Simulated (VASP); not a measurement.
Write the native input for VASP 6.6.1 that does the following.

- Task: single point
- Functional: LDA
- Potentials or basis: VASP PAW LDA potentials, release 64 (Rb_sv, Tl_d)
- Cutoff: 520 eV
- k mesh: 4 × 4 × 4
- Occupations: fermi-dirac, width 0.2 eV
- Spin: no spin polarisation
- Dipole correction: no
- Further INCAR settings: ALGO = Normal; EDIFF = 1e-07; NBANDS = 28

The structure of Rb3Tl lies in POSCAR:

```
Rb3Tl
1.0
    0.0000000000      4.9123180000      4.9123180000
    4.9123180000      0.0000000000      4.9123180000
    4.9123180000      4.9123180000      0.0000000000
Rb Tl
3 1
Direct
    0.2500000000      0.2500000000      0.2500000000
    0.7500000000      0.7500000000      0.7500000000
    0.5000000000      0.5000000000      0.5000000000
    0.0000000000      0.0000000000      0.0000000000
```

The cell comes from a database or a generator and needn't be the stable form of this composition.

These files were run (other wordings do the same):

INCAR

```
SYSTEM = Rb3Tl
ALGO = Normal
EDIFF = 1E-7
ENCUT = 520
ISIF = 2
ISMEAR = -1
LASPH = .TRUE.
LCHARG = .FALSE.
LREAL = .FALSE.
LWAVE = .FALSE.
NBANDS = 28
NELM = 100
PREC = Accurate
SIGMA = 0.2
```

KPOINTS

```
k-points
0
G
  4 4 4
  0 0 0
```

Potentials or basis: VASP PAW LDA potentials, release 64 (Rb_sv, Tl_d).

Command:

```console
$ cat potpaw_LDA.64/Rb_sv/POTCAR potpaw_LDA.64/Tl_d/POTCAR > POTCAR
$ mpirun -np 1 vasp_std > vasp.out
```

It gave:

- Pressure: -0.9 GPa
- Band gap on the k mesh: none (metal or under the smearing width)

Run time: 63 s on 1 thread of Intel(R) Xeon(R) Platinum 8488C (Sapphire Rapids) (shared host), peak memory 0.31 GiB.
